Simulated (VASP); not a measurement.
```yaml
crystal:
  lattice:
    - [0.00000, 2.23890, 2.23890]
    - [2.23890, 0.00000, 2.23890]
    - [2.23890, 2.23890, 0.00000]
  atoms:
    - { symbol: Nb, position: [0.00000, 0.00000, 0.00000] }
    - { symbol: N, position: [0.50000, 0.50000, 0.50000] }
```

The base run (VASP): PBE GGA, plane waves, VASP's PBE PAW potentials (set 64). Run with 520 eV cut-off, 13×13×13 Γ-centred mesh, first-order Methfessel-Paxton smearing of 0.10 eV, potentials Nb_sv N.

One setting is varied; ΔE counts from the most expensive setting. The base run took about 10 core-seconds. The timings are rough (shared machines, no repeats); factors under 2 mean little.

Pressures at a finite cut-off, here 520 eV, hold a Pulay part, which wasn't tested here.

| setting | cost over the base run | electronic steps | ΔE (meV/atom) | pressure (GPa) |
|---|---|---|---|---|
| KGAMMA = .TRUE., KSPACING = 0.6, KPOINTS file removed | about 1/4 | 14 | -17.8 | -11.93 |
| KGAMMA = .FALSE., KSPACING = 0.35, KPOINTS file removed | about 1/3 | 13 | -6.4 | -11.42 |
| KGAMMA = .TRUE., KSPACING = 0.3, KPOINTS file removed | about 1/2 | 13 | -1.2 | -11.26 |
| KGAMMA = .TRUE., KSPACING = 0.25, KPOINTS file removed | within a factor of 2 | 13 | -2.6 | -11.27 |
| base run | reference | 13 | -3.9 | -11.40 |
| KGAMMA = .TRUE., KSPACING = 0.16, KPOINTS file removed | within a factor of 2 | 13 | 0.0 | -11.27 |

Left out are runs that failed, have no time on record or changed the cell.

The compound is NbN in the rock salt structure, the cubic δ form, which competes with hexagonal ones. The cell was not relaxed at this level.
